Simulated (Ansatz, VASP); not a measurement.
# Cross-check of CaCdTeS between VASP and Ansatz, part 2 of 2

Wanted: the spread between two codes on one cell, functional and k mesh. The cell is invented: As first built, before any earlier steps moved the atoms (in the runner's words): it takes the Cd2SeS structure with some of its atoms replaced by other elements, volume scaled by an estimate. It may not be a known or stable phase. The cell is taken from a series of VASP runs on this material, whose earlier steps may have relaxed, scaled or displaced it; both programs get it as it stands. Valence electrons are named where the data sets of a main pair hold unlike numbers.

VASP 6.6.1 and Ansatz 0.2.0.

So far: The starting structure; Ansatz: relaxation of cell and atoms, PBEsol.

### 3. VASP: relaxation of cell and atoms, PBEsol

Level of this step: PBEsol; plane waves and PAW (Te, Cd, Ca_sv, S); invented cell (VASP).

The same cell, functional, mesh and smearing now go to VASP, with its own data sets.

Lines of VASP's logs that name or quote its potential files are left out, and so is its time.

File INCAR:

```
SYSTEM = CaCdTeS
PREC = Accurate
ENCUT = 400
EDIFF = 1E-06
NELM = 100
ISMEAR = 0
SIGMA = 0.05
LREAL = .FALSE.
ALGO = Normal
GGA = PS
NBANDS = 23
LORBIT = 11
LWAVE = .FALSE.
LCHARG = .FALSE.
KPAR = 2
IBRION = 2
NSW = 60
ISIF = 3
EDIFFG = -0.01
```

File POSCAR:

```
CaCdTeS
1.0
    4.6589801451      0.0052946286     -0.0043836837
   -2.3248862706      4.0408737140      0.0023887851
   -0.0084827685      0.0005169254      6.5909293311
Te Cd Ca S
1 1 1 1
Direct
    0.3354137299      0.6660729715      0.6027869481
    0.0014267283      0.0009218008      0.4741405749
    0.3332300680      0.6635253833      0.0860971177
    0.9996174738      0.9975788444      0.0892733593
```

File KPOINTS:

```
Automatic mesh
0
Gamma
6 6 4
0 0 0
```

PAW data sets: Te, Cd, Ca_sv and S (PBE family, release 64).

On the command line:

```console
> mpirun -np 2 vasp_std
```

Numbers of over 12 decimals in the logs are rounded to 6 here.

Output:

```text
[banner, memory and clock lines left out]
running    2 mpi-ranks, on    1 nodes
 distrk:  each k-point on    1 cores,    2 groups
 distr:  one band on    1 cores,    1 groups

 POSCAR found type information on POSCAR TeCdCaS
 POSCAR found :  4 types and       4 ions
|                                                                             |
|               ----> ADVICE to this user running VASP <----                  |
|                                                                             |
|     You enforced a specific xc type in the INCAR file but a different       |
|     [... a line on the potential file left out ...]
|     I HOPE YOU KNOW WHAT YOU ARE DOING!                                     |
|                                                                             |

 LDA part: xc-table for (Slater+PW92), standard interpolation
 POSCAR, INCAR and KPOINTS ok, starting setup
 FFT: planning ... GRIDC
 FFT: planning ... GRID_SOFT
 FFT: planning ... GRID
 WAVECAR not read
 entering main loop
       N       E                     dE             d eps       ncg     rms          rms(c)
DAV:   1     0.208897846745E+03    0.20890E+03   -0.13556E+04  3504   0.107E+03
DAV:   2    -0.342009237885E+01   -0.21232E+03   -0.20608E+03  4067   0.301E+02
DAV:   3    -0.163154355700E+02   -0.12895E+02   -0.12836E+02  5714   0.678E+01
DAV:   4    -0.168184334749E+02   -0.50300E+00   -0.50176E+00  5156   0.988E+00
DAV:   5    -0.168331782205E+02   -0.14745E-01   -0.14744E-01  5013   0.138E+00    0.753E+00
DAV:   6    -0.158478909926E+02    0.98529E+00   -0.21193E+00  4966   0.127E+01    0.611E+00
DAV:   7    -0.157579324052E+02    0.89959E-01   -0.85809E-01  4448   0.500E+00    0.318E+00
DAV:   8    -0.157547258398E+02    0.32066E-02   -0.14353E-01  4490   0.318E+00    0.608E-01
DAV:   9    -0.157529940858E+02    0.17318E-02   -0.21929E-02  4215   0.148E+00    0.246E-01
DAV:  10    -0.157537256077E+02   -0.73152E-03   -0.31924E-03  4623   0.384E-01    0.162E-01
DAV:  11    -0.157541391094E+02   -0.41350E-03   -0.10786E-03  4221   0.198E-01    0.516E-02
DAV:  12    -0.157541527185E+02   -0.13609E-04   -0.17056E-04  4381   0.942E-02    0.239E-02
DAV:  13    -0.157541793410E+02   -0.26622E-04   -0.46735E-05  4119   0.330E-02    0.996E-03
DAV:  14    -0.157541797145E+02   -0.37352E-06   -0.28845E-06  4498   0.158E-02
   1 F= -.15754180E+02 E0= -.15754180E+02  d E =-.157542E+02
[... from here on, the cycles between the ionic steps are left out ...]
   2 F= -.15754450E+02 E0= -.15754450E+02  d E =-.270045E-03
   3 F= -.15754460E+02 E0= -.15754460E+02  d E =-.280696E-03
   4 F= -.15754487E+02 E0= -.15754487E+02  d E =-.307752E-03
   5 F= -.15754675E+02 E0= -.15754675E+02  d E =-.187824E-03
   6 F= -.15754798E+02 E0= -.15754798E+02  d E =-.310709E-03
   7 F= -.15754916E+02 E0= -.15754916E+02  d E =-.117833E-03
   8 F= -.15754917E+02 E0= -.15754917E+02  d E =-.118608E-03
   9 F= -.15754914E+02 E0= -.15754914E+02  d E =-.116163E-03
  10 F= -.15754916E+02 E0= -.15754916E+02  d E =-.118153E-03
  11 F= -.15754974E+02 E0= -.15754974E+02  d E =-.576687E-04
  12 F= -.15755009E+02 E0= -.15755009E+02  d E =-.927903E-04
  13 F= -.15755015E+02 E0= -.15755015E+02  d E =-.982939E-04
 curvature:  -4.08 expect dE=-0.114E-03 dE for cont linesearch -0.165E-06
 trial: gam= 0.34826 g(F)=  0.173E-04 g(S)=  0.106E-04 ort =-0.183E-05 (trialstep = 0.218E+01)
 search vector abs. value=  0.367E-04
 bond charge predicted
       N       E                     dE             d eps       ncg     rms          rms(c)
DAV:   1    -0.157551725830E+02   -0.15769E-03   -0.21612E-02  3496   0.106E+00    0.982E-02
DAV:   2    -0.157550724432E+02    0.10014E-03   -0.90736E-04  4479   0.267E-01    0.474E-02
DAV:   3    -0.157550389146E+02    0.33529E-04   -0.57857E-05  4489   0.592E-02    0.307E-02
DAV:   4    -0.157550288688E+02    0.10046E-04   -0.25242E-05  6267   0.306E-02    0.788E-03
DAV:   5    -0.157550281438E+02    0.72498E-06   -0.18744E-06  3383   0.111E-02
  14 F= -.15755028E+02 E0= -.15755028E+02  d E =-.135220E-04
 trial-energy change:   -0.000014  1 .order   -0.000015   -0.000059    0.000029
 step:   1.4639(harm=  1.4639)  dis= 0.00055  next Energy=   -15.755035 (dE=-0.199E-04)
 reached required accuracy - stopping structural energy minimisation
```

From OUTCAR (step 3):

```text
ion  position               nearest neighbor table
   1  0.335  0.666  0.603-   2 2.82   2 2.82   2 2.83   3 3.19   3 3.41
   2  0.001  0.001  0.474-   4 2.54   1 2.82   1 2.82   1 2.83
   3  0.333  0.664  0.086-   4 2.69   4 2.69   4 2.69   1 3.19   1 3.41
   4  1.000  0.998  0.089-   2 2.54   3 2.69   3 2.69   3 2.69

  LATTYP: Found a triclinic cell.
 ALAT       =     4.6589852159
 B/A-ratio  =     2.2379417742
 C/A-ratio  =     1.0026072264
 COS(alpha) =     0.0000664680
 COS(beta)  =     0.5006690650
 COS(gamma) =     0.6707847705

 Subroutine GETGRP returns: Found  1 space group operations
 (whereof  1 operations were pure point group operations)

The static configuration has the point symmetry C_1 .

 Found     76 irreducible k-points:

   k-points           NKPTS =     76   k-points in BZ     NKDIM =     76   number of bands    NBANDS=     23

   dimension x,y,z NGX =    30 NGY =   30 NGZ =   48
   dimension x,y,z NGXF=    60 NGYF=   60 NGZF=   96

   ENCUT  =  400.0 eV  29.40 Ry    5.42 a.u.   7.60  7.60 10.75*2*pi/ulx,y,z

   NELECT =      34.0000    total number of electrons

 k-points in reciprocal lattice and weights: Automatic mesh
   0.00000000  0.00000000  0.00000000       0.007
   0.16666667  0.00000000  0.00000000       0.014
   0.33333333  0.00000000  0.00000000       0.014
   0.50000000  0.00000000  0.00000000       0.007
  -0.00000000  0.16666667  0.00000000       0.014
   0.16666667  0.16666667  0.00000000       0.014
   0.33333333  0.16666667 -0.00000000       0.014
   0.50000000  0.16666667 -0.00000000       0.014
  -0.33333333  0.16666667  0.00000000       0.014
[...]
0.33333333  0.50000000  0.50000000       0.014
   0.50000000  0.50000000  0.50000000       0.007

 average (electrostatic) potential at core
       1 -91.1488       2 -38.9537       3 -46.6070       4 -88.1109

 E-fermi :   2.2013

 k-point     1 :       0.0000    0.0000    0.0000
  band No.  band energies     occupation
    ...
     13       0.0993      2.00000
     14       0.1022      2.00000
     15       1.7765      2.00000
     16       1.7789      2.00000
     17       1.9362      2.00000
     18       3.2748      0.00000
     19       5.0107      0.00000
     20       6.0743      0.00000
     21       6.0796      0.00000
     22       6.3603      0.00000
    ...

 k-point     2 :       0.1667    0.0000    0.0000
  band No.  band energies     occupation
    ...
     13      -0.1341      2.00000
     14       0.1302      2.00000
     15       0.6276      2.00000
     16       1.5655      2.00000
     17       1.7065      2.00000
     18       4.3840      0.00000
     19       5.3460      0.00000
     20       5.9507      0.00000
     21       6.0705      0.00000
     22       6.5499      0.00000
    ...

 k-point     3 :       0.3333    0.0000    0.0000
  band No.  band energies     occupation
    ...
     13      -0.5905      2.00000
     14      -0.0807      2.00000
     15       0.1292      2.00000
     16       1.1705      2.00000
     17       1.2922      2.00000
     18       4.7324      0.00000
     19       5.7281      0.00000
     20       5.7313      0.00000
     21       5.9939      0.00000
     22       6.3112      0.00000
    ...

  Total       -0.0228973     -0.0126195     -0.0370617      0.0033894      0.0066935     -0.0033200
  in kB       -0.2961613     -0.1632249     -0.4793674      0.0438391      0.0865757     -0.0429423
  external PRESSURE =      -0.3129179 kB  Pullay stress =       0.0000000 kB

  energy-cutoff  :      400.00
  volume of cell :      123.87
      direct lattice vectors                 reciprocal lattice vectors
     4.660494126 -0.000394192 -0.000037171     0.214580013  0.124016222  0.000158378
    -2.330569681  4.032489552 -0.002823098     0.000020977  0.247998005  0.000167919
    -0.002285739 -0.004462883  6.591488422     0.000001219  0.000106916  0.151710876

 POSITION                                       TOTAL-FORCE (eV/Angst)
 -----------------------------------------------------------------------------------
      0.00649      2.68409      3.97190        -0.001495     -0.000125     -0.004773
     -2.32369      4.02694      3.11197        -0.000020     -0.001328     -0.002249
      0.00465      2.68021      0.58717        -0.000024      0.001177     -0.000511
     -2.32561      4.02343      0.57405         0.001538      0.000275      0.007534
 -----------------------------------------------------------------------------------
    total drift:                                0.000756     -0.000559      0.000197

  FREE ENERGIE OF THE ION-ELECTRON SYSTEM (eV)
  ---------------------------------------------------
  free  energy   TOTEN  =       -15.7550281438 eV

  energy  without entropy=      -15.7550281438  energy(sigma->0) =      -15.75502814

 reached required accuracy - stopping structural energy minimisation

 total charge
# of ion       s       p       d       tot
------------------------------------------
    1        1.351   2.065   0.017   3.433
    2        0.460   0.328   9.530  10.318
    3        2.039   5.850   0.255   8.144
    4        1.321   2.428   0.000   3.748
--------------------------------------------------
tot          5.171  10.670   9.802  25.642

[... 3 further parts left out ...]
```

CONTCAR:

```
CaCdTeS
   1.00000000000000
     4.6604941256200512   -0.0003941922348630   -0.0000371714638488
    -2.3305696806445773    4.0324895518582391   -0.0028230976987532
    -0.0022857393491643   -0.0044628828880752    6.5914884222200056
  Te              Cd              Ca              S
     1     1     1     1
Direct
     0.3348931230318931    0.6663160725608560    0.6028676421650674
     0.0012824673898969    0.9991475225994895    0.4725470172245375
     0.3334807448277181    0.6647857307168975    0.0893667445469999
     0.0000316647504854    0.9978496741227588    0.0875165960633914
```

### 4. Comparison

Known differences besides the potentials themselves: both relaxations stop at a tolerance, which leaves soft axes loose, and VASP keeps its plane-wave basis; the data sets hold 52 valence electrons in Ansatz (on its default PAW (the set named soft_2) files) and 34 in VASP; the cutoff is 420 eV in Ansatz and 400 eV in VASP; Ansatz makes its cores anew for this functional, VASP keeps those of its PBE data sets; VASP leaves aspherical gradient terms in its spheres out (LASPH is not set), Ansatz keeps them; Ansatz adds a Pulay correction to the stress that steers its cell, VASP none. Total energies have different zeros and are not compared.

The two programs side by side:

| quantity | Ansatz | VASP | difference |
| --- | --- | --- | --- |
| volume (Å³) | 124.00 | 123.87 | +0.10 % |
| edge a after relaxation, in the typed setting (Å) | 4.658 | 4.660 | -0.06 % |
| edge b after relaxation, in the typed setting (Å) | 4.657 | 4.657 | +0.00 % |
| edge c after relaxation, in the typed setting (Å) | 6.600 | 6.591 | +0.13 % |

The walks stopped with 0.00 GPa left in Ansatz and -0.03 GPa in VASP; each walk ends within a tolerance, so the volume difference is uncertain by about these residues over the bulk modulus, most in soft cells. Found at a tolerance of 0.01 Å, the end structures differ in symmetry: P3m1 in Ansatz, Cm in VASP; the atoms lie within 0.05 Å of each other, which can come from where the walks stopped or from unlike electronic states.

### 5. Outcome

| Item | Value |
| --- | --- |
| difference in edge c after relaxation, in the typed setting (relaxation of cell and atoms, PBEsol) | 0.13 % |

What this shows: The difference in edge c after relaxation, in the typed setting is 0.13 % (relaxation of cell and atoms, PBEsol), within the 1.2 % picked in this series as the mark of a large difference, as far as the stopping tolerances let one tell. The data sets hold unlike numbers of valence electrons (52 in Ansatz and 34 in VASP), so part of the differences comes from the potentials. How closely two codes agree says nothing of how well the functional describes the real material.

[Lines on the potential files, build, host, timing and source positions are cut from VASP's logs without a mark.]

[Logs are printed without paths, hosts, clocks, repeated set-up lines and the standing remarks that a program may print on its own settings, such as how far it seeks lower states.]

[Hosts, paths, dates, database ids (printed as entryN), source tags and the programs' standing remarks are cut or masked in the printed files.]
